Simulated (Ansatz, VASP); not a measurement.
**One calculation of Ge3Pd, two programs**

```xyz
4
Lattice="4.1420 0.0000 0.0000 0.0000 4.1420 0.0000 0.0000 0.0000 4.1420" Properties=species:S:1:pos:R:3 pbc="T T T"
Pd    0.0000    0.0000    0.0000
Ge    2.0710    2.0710    0.0000
Ge    2.0710    0.0000    2.0710
Ge    0.0000    2.0710    2.0710
```

The cell comes from a database or a generator and needn't be the stable form of this composition.

Alike in both runs: functional PBEsol; k mesh 7 × 7 × 7; occupations fermi-dirac, width 0.05 eV; no spin polarisation; Hubbard terms Pd d U = 3.0 eV.

|  | VASP | Ansatz |
| --- | --- | --- |
| version | VASP 6.6.1 | Ansatz 0.2.0 |
| potentials or method | VASP PAW PBE potentials, release 64 (Pd, Ge_d) | Ansatz PAW |
| plane-wave cutoff (eV) | 520 | 420 |
| valence electrons in the cell | 52 | 60 |
| task | single point | band structure |

VASP gave:

```
gap on the k mesh at the Fermi level (eV) : none
pressure (GPa)                            : -5.7
```

What did Ansatz give for the same quantities?

gap on the k mesh at the Fermi level (eV): none; pressure (GPa): -4.2.

The programs project onto different local orbitals, so the same U acts differently. A gap of «none» marks a metal or a gap that the smearing closes. The two sets of potentials don't hold the same shells in valence.

Caveats: U without spin polarisation on a metal has little footing; the U is typed as a test and isn't derived for this compound; the PAW data sets were made with another functional, which shifts forces and pressure a little (VASP); the PAW data sets come from PBE, with cores solved anew for the run's functional, which leaves a small shift of forces and pressure (Ansatz).
